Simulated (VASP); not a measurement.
CdTe (zinc blende) relaxed at rising pressure, in one space group throughout; other phases were not tried. The pressures are those reached. Level of theory: PBE GGA, VASP's PBE PAW potentials (set 64) (plane waves; VASP).

```
P (GPa)  V (Å³/atom)  k-mesh
-------  -----------  ------
-0.04         36.391   7×7×7
4.98          32.576   7×7×7
9.92          30.274   7×7×7
20.01         27.267   8×8×8
30.10         25.308   8×8×8
```

A change of mesh leaves a small step in the series.

Problem. Fit an equation of state and predict the volume at 45.01 GPa.

Solution. Least squares on the third-order Birch-Murnaghan form, P = (3B0/2)(y⁷ − y⁵)[1 + (3/4)(B′ − 4)(y² − 1)] with y = (V0/V)^(1/3), gives V0 = 36.342 Å³/atom, B0 = 35 GPa and B′ = 4.7, and so 23.310 Å³/atom. The run gave 23.302 Å³/atom, -0.0 % from the fit.

Pressures at which the relaxation failed are left out.

The compound is CdTe in the zinc blende structure.
